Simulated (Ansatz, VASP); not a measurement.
# Ge (Germanium) in two plane-wave programs, part 2 of 2

One calculation is typed for both programs; each brings its own data sets. How far apart do they land? Of the first pair: The cell is taken from a series of runs on this material, whose earlier steps may have relaxed, scaled, displaced or heated it; both programs get it as it stands.

VASP 6.6.1 and Ansatz 0.2.0.

So far: The starting structure; Ansatz: relaxation of cell and atoms, RPBE, pair 1; VASP: relaxation of cell and atoms, RPBE, pair 1; Differences.

**5. VASP: relaxation of cell and atoms, RPBE, pair 2**

Level of this step: RPBE; plane waves and PAW (Ge_d) (VASP).

The relaxed volume is the usual yardstick between codes: in a stiff, nearly cubic crystal its relative difference is about their pressure difference at one cell divided by the bulk modulus. Its start cell is another than that of the pair before, and may be another structure of the material.

File INCAR:

```
SYSTEM = Ge
PREC = Accurate
ENCUT = 500
EDIFF = 1E-07
NELM = 120
ISMEAR = 0
SIGMA = 0.01
LREAL = .FALSE.
ALGO = Normal
GGA = RP
NBANDS = 20
LORBIT = 11
LWAVE = .FALSE.
LCHARG = .FALSE.
ISIF = 3
IBRION = 2
NSW = 80
EDIFFG = -0.005
LASPH = .TRUE.
GGA_COMPAT = .FALSE.
NELMIN = 4
KPAR = 2
```

File POSCAR:

```
Ge
1.0
    0.0000000000      2.9033953639      2.9033953639
    2.9033953639      0.0000000000      2.9033953639
    2.9033953639      2.9033953639      0.0000000000
Ge
2
Direct
    0.0000000000      0.0000000000      0.0000000000
    0.2500000000      0.2500000000      0.2500000000
```

File KPOINTS:

```
Automatic mesh
0
Gamma
10 10 10
0 0 0
```

Potentials, in the order of the species: Ge_d (PBE family, release 64).

On the command line:

```bash
$ mpirun -np 2 vasp_std
```

Numbers of over 12 decimals in the logs are rounded to 6 here.

The program printed:

```text
[banner, memory and clock lines left out]
running    2 mpi-ranks, on    1 nodes
[...]
[... a notice as in an earlier step ...]

 LDA part: xc-table for (Slater+PW92), standard interpolation
 POSCAR, INCAR and KPOINTS ok, starting setup
[...]
entering main loop
       N       E                     dE             d eps       ncg     rms          rms(c)
DAV:   1     0.183776683397E+03    0.18378E+03   -0.14662E+04  2004   0.363E+03
DAV:   2     0.179589593469E+02   -0.16582E+03   -0.16176E+03  1880   0.599E+02
DAV:   3    -0.752468823389E+01   -0.25484E+02   -0.25261E+02  2124   0.146E+02
DAV:   4    -0.838138825015E+01   -0.85670E+00   -0.85585E+00  2092   0.313E+01
[...]
DAV:  11    -0.836387035215E+01   -0.89467E-05   -0.33768E-05  2116   0.799E-02    0.209E-03
DAV:  12    -0.836387022739E+01    0.12476E-06   -0.14516E-06  2220   0.224E-02    0.749E-04
DAV:  13    -0.836387028169E+01   -0.54294E-07   -0.22945E-07  1636   0.403E-03
   1 F= -.83638703E+01 E0= -.83638626E+01  d E =-.836387E+01
[...]
N       E                     dE             d eps       ncg     rms          rms(c)
DAV:   1    -0.836502362030E+01   -0.11534E-02   -0.15391E-02  2576   0.235E+00    0.199E-01
DAV:   2    -0.836418963806E+01    0.83398E-03   -0.11008E-03  2460   0.629E-01    0.992E-02
DAV:   3    -0.836392015477E+01    0.26948E-03   -0.43391E-04  2532   0.348E-01    0.248E-02
DAV:   4    -0.836389712608E+01    0.23029E-04   -0.52689E-05  2360   0.139E-01    0.531E-03
DAV:   5    -0.836389700058E+01    0.12549E-06   -0.36589E-06  2296   0.343E-02    0.384E-03
DAV:   6    -0.836389670307E+01    0.29751E-06   -0.23982E-07  1716   0.802E-03    0.153E-04
DAV:   7    -0.836389664345E+01    0.59621E-07   -0.25562E-08  1200   0.222E-03
   2 F= -.83638966E+01 E0= -.83638889E+01  d E =-.263618E-04
 trial-energy change:   -0.000026  1 .order   -0.000030   -0.000052   -0.000008
 step:   1.1740(harm=  1.1740)  dis= 0.00000  next Energy=    -8.363901 (dE=-0.303E-04)
 reached required accuracy - stopping structural energy minimisation
```

Parts of OUTCAR (step 5):

```text
  Total        0.0039611      0.0039611      0.0039611     -0.0000000     -0.0000000     -0.0000000
  in kB        0.1294028      0.1294028      0.1294028     -0.0000000     -0.0000000     -0.0000000
  external PRESSURE =       0.1294028 kB  Pullay stress =       0.0000000 kB

 POSITION                                       TOTAL-FORCE (eV/Angst)
 -----------------------------------------------------------------------------------
      0.00000      0.00000      0.00000        -0.000000     -0.000000     -0.000000
      1.45263      1.45263      1.45263         0.000000      0.000000      0.000000
 -----------------------------------------------------------------------------------
    total drift:                                0.000000      0.000000      0.000000

  FREE ENERGIE OF THE ION-ELECTRON SYSTEM (eV)
  ---------------------------------------------------
  free  energy   TOTEN  =        -8.3638966435 eV

  energy  without entropy=       -8.3638812172  energy(sigma->0) =       -8.36388893

[... 1 part as in an earlier step ...]

[... 3 further parts left out ...]
[key lines of the parts left out:]
E-fermi :   4.3590
```

**6. Ansatz: relaxation of cell and atoms, RPBE, pair 2**

Its own start cell and the same functional, mesh and smearing now go to Ansatz, which takes its cutoff from its data sets.

The two relaxations start from unlike cells of this crystal (the structure described is Ansatz's start), so only their ends are compared.

File input.yaml:

```yaml
crystal:
  lattice:
    - [0.0, 2.82891, 2.82891]
    - [2.82891, 0.0, 2.82891]
    - [2.82891, 2.82891, 0.0]
  atoms:
    - { symbol: Ge, position: [0.0, 0.0, 0.0] }
    - { symbol: Ge, position: [0.25, 0.25, 0.25] }
kpoints:
  mp_grid: { grid: [10, 10, 10] }
hamiltonian:
  xc: rpbe
scf:
  occupations: { method: gaussian, width: 0.01 }
output:
  forces: true
  stress: true
  eigenvalues: true
  write_density: true
  write_potential: true
  elf: true
  volumetric_format: npy
relax:
  adjacent_minimum: "off"
  f_tol: 0.005
  max_steps: 80
  cell: { stress_tol: 0.05 }
```

On the command line:

```bash
$ ansatz run input.yaml --threads 4 --pin off --max-ram 7168MiB --backend cpu --events-out ev --progress --plain --runs-dir out
```

The program printed:

```text
[...]
Crystal: 2 atoms, lattice volume = 45.278 Å³
Basis set: ecut = 420 eV, 893 PW (Γ), exchange–correlation on 54×54×54 points (8 copies of the dense FFT grid, shifted against one another)
Bands: 18, of which v1, the nominal top of the filled ones, is band 14 counted from 1 (13 counted from 0)
Symmetry: 48 space group operations
[...]
k-points: 47 of 1000
[...]
k-point 46: bands = [... 10 lower, -0.8516, -0.8516, 4.1909, 4.1909, 10.9375, 10.9375, 13.1912, 13.1912]
--- Relaxed structure (4 steps of the walk, 4 accepted, 1 SCFs on fresh bases) ---
[...]
cell:  # Å, volume = 49.1457 Å³
    - [0, 2.907269, 2.907269]
    - [2.907269, 0, 2.907269]
    - [2.907269, 2.907269, 0]
  atoms:
    - { symbol: Ge, position: [0, 0, 0] }
    - { symbol: Ge, position: [0.250000, 0.250000, 0.250000] }
[key lines of the parts left out:]
SCF converged after 9 iterations
Free energy (F): -8601.426049 eV
Fermi energy:    7.646661 eV
P = ⅓ Tr σ = 0.0275 GPa (0.275 kbar)
```

**7. Comparison**

Both answers:

```
                                         quantity  Ansatz   VASP  difference
                                      volume (Å³)   49.15  49.04     +0.21 %
edge a after relaxation, in the typed setting (Å)   4.112  4.109     +0.07 %
```

**8. VASP: zone-centre phonons, RPBE**

Second derivatives magnify differences that forces hide, and they need a tight electronic threshold.

File INCAR:

```
SYSTEM = Ge
PREC = Accurate
ENCUT = 500
EDIFF = 1E-08
NELM = 120
ISMEAR = 1
SIGMA = 0.15
LREAL = .FALSE.
ALGO = Normal
GGA = RP
NBANDS = 20
LORBIT = 11
LWAVE = .FALSE.
LCHARG = .FALSE.
ISIF = 2
IBRION = 8
LASPH = .TRUE.
GGA_COMPAT = .FALSE.
KPAR = 2
```

File POSCAR:

```
Ge
1.0
    0.0000000000      2.9078902351      2.9078902351
    2.9078902351      0.0000000000      2.9078902351
    2.9078902351      2.9078902351      0.0000000000
Ge
2
Direct
    0.0000000000      0.0000000000      0.0000000000
    0.2500000000      0.2500000000      0.2500000000
```

File KPOINTS:

```
Automatic mesh
0
Gamma
12 12 12
0 0 0
```

On the command line:

```bash
$ mpirun -np 2 vasp_std
```

The program printed:

```text
[... set-up lines as in an earlier step ...]
 entering main loop
       N       E                     dE             d eps       ncg     rms          rms(c)
DAV:   1     0.181450386583E+03    0.18145E+03   -0.14554E+04  3060   0.362E+03
DAV:   2     0.174232081518E+02   -0.16403E+03   -0.16008E+03  2892   0.595E+02
DAV:   3    -0.754713637434E+01   -0.24970E+02   -0.24808E+02  3256   0.144E+02
DAV:   4    -0.838236082735E+01   -0.83522E+00   -0.83464E+00  3240   0.309E+01
[...]
DAV:  13    -0.836606018832E+01   -0.34472E-07   -0.21483E-07  3140   0.388E-03    0.200E-04
DAV:  14    -0.836606016513E+01    0.23191E-07   -0.58132E-09  2616   0.747E-04    0.469E-05
DAV:  15    -0.836606016815E+01   -0.30168E-08   -0.90928E-10  1848   0.330E-04
   1 F= -.83660602E+01 E0= -.83660863E+01  d E =0.783660E-04
 Linear response reoptimize wavefunctions to high precision
DAV:   1    -0.836606017009E+01   -0.19409E-08   -0.17769E-10  1768   0.179E-04
DAV:   2    -0.836606017015E+01   -0.68212E-10   -0.44049E-11  1664   0.872E-05
 Linear response DOF=           1
 Linear response progress:
  Degree of freedom:   1/  1
       N       E                     dE             d eps       ncg     rms          rms(c)
RMM:   1    -0.187282361836E+00   -0.18728E+00    0.72973E+00 13859   0.423E+01
RMM:   2    -0.194244423162E+00   -0.69621E-02   -0.12072E-02 18255   0.101E+00    0.672E-02
RMM:   3    -0.194200487004E+00    0.43936E-04   -0.90691E-04 19438   0.307E-01    0.397E-02
RMM:   4    -0.194030574109E+00    0.16991E-03   -0.68026E-05 20587   0.816E-02    0.494E-03
[...]
RMM:  12    -0.194028464159E+00   -0.36200E-07   -0.70327E-08 22357   0.803E-05    0.318E-06
RMM:  13    -0.194028492052E+00   -0.27892E-07   -0.38454E-08 21982   0.522E-05    0.102E-06
RMM:  14    -0.194028501347E+00   -0.92950E-08   -0.12333E-08 17704   0.380E-05    0.137E-07
 first order change of Fermi-energy   0.10470E-03
 force on displaced ion       1 direction 1 :  -9.238  -0.000  -0.000
 Linear response finished
```

OUTCAR, selected parts (step 8):

```text
  Total       -0.0447439     -0.0447439     -0.0447439      0.0000000      0.0000000     -0.0000000
  in kB       -1.4577395     -1.4577395     -1.4577395      0.0000000      0.0000000     -0.0000000
  external PRESSURE =      -1.4577395 kB  Pullay stress =       0.0000000 kB

 POSITION                                       TOTAL-FORCE (eV/Angst)
 -----------------------------------------------------------------------------------
      0.00000      0.00000      0.00000        -0.000000      0.000000     -0.000000
      1.45395      1.45395      1.45395         0.000000     -0.000000      0.000000
 -----------------------------------------------------------------------------------
    total drift:                                0.000000      0.000000      0.000000

[... 1 part as in an earlier step ...]

[... 1 further part left out ...]
```

**9. Ansatz: zone-centre phonons, RPBE**

The same cell, functional, mesh and smearing now go to Ansatz, which takes its cutoff from its data sets.

The cell is taken from a series of runs on this material, whose earlier steps may have relaxed, scaled, displaced or heated it; both programs get it as it stands.

File input.yaml:

```yaml
crystal:
  lattice:
    - [0.0, 2.9078902351, 2.9078902351]
    - [2.9078902351, 0.0, 2.9078902351]
    - [2.9078902351, 2.9078902351, 0.0]
  atoms:
    - { symbol: Ge, position: [0.0, 0.0, 0.0] }
    - { symbol: Ge, position: [0.25, 0.25, 0.25] }
kpoints:
  mp_grid: { grid: [12, 12, 12] }
hamiltonian:
  xc: rpbe
scf:
  occupations: { method: methfessel_paxton, width: 0.15 }
output:
  eigenvalues: true
phonons:
  method: dfpt
```

On the command line:

```bash
$ ansatz run input.yaml --threads 4 --pin off --max-ram 7168MiB --backend cpu --events-out ev --progress --plain --runs-dir out
```

The program printed:

```text
zone centre: on kpoints.mp_grid the ground state, and the responses unless they are solved on pairs of k-points, stand on 163 of the mesh's 1728 k-points, reduced under 8 symmetry operations, with k and −k counted as one. Each operation leaves every solved displacement unchanged or reverses it
[...]
Crystal: 2 atoms, lattice volume = 49.177 Å³
[...]
k mesh reduced under 8 symmetry operations, with k and −k counted as one. Each operation leaves every solved displacement unchanged or reverses it
  ASR residual: 8.390e-6 → 0.000e0 eV/Å²; symmetrization residual: 2.359e-12 eV/Å²
  ASR residual per site (eV/Å²): 8.39e-6 8.39e-6
  Γ frequencies (cm⁻¹): 0.00 0.00 0.00 263.95 263.95 263.95
  non-analytic LO–TO correction: not included (Born effective charges unavailable; polar crystals: no LO–TO splitting at Γ)
[key lines of the parts left out:]
SCF converged after 8 iterations
Free energy (F): -8601.428131 eV
Fermi energy:    7.608597 eV
```

**10. Side by side**

Compared:

```
                  quantity  Ansatz   VASP  difference
optical mode 1 to 3 (cm⁻¹)   263.9  263.0     +0.34 %
```

Modes are paired by rising frequency, not by their patterns, so a pair may set unlike modes beside each other; they are those without the splitting of longitudinal modes.

**11. What came out**

| Quantity | Value |
| --- | --- |
| difference in volume (relaxation of cell and atoms, RPBE, pair 1) | 0.20 % |
| difference in volume (relaxation of cell and atoms, RPBE, pair 2) | 0.21 % |
| r.m.s. difference of the optical zone-centre modes, each program's sorted by frequency (zone-centre phonons, RPBE) | 0.90 cm⁻¹ |

**Reading.** The difference in volume is 0.21 % (relaxation of cell and atoms, RPBE, pair 2), within the 1.2 % picked in this series as the mark of a large difference, as far as the stopping tolerances let one tell. Such differences can come from data sets, numerical settings and the points named under the comparisons, not from the functional's error against experiment.

[Lines on the potential files, build, host, timing and source positions are cut from VASP's logs without a mark.]

[Logs are printed without paths, hosts, clocks, repeated set-up lines and the standing remarks that a program may print on its own settings, such as how far it seeks lower states.]

[Hosts, paths, dates, database ids (printed as entryN), source tags and the programs' standing remarks are cut or masked in the printed files.]
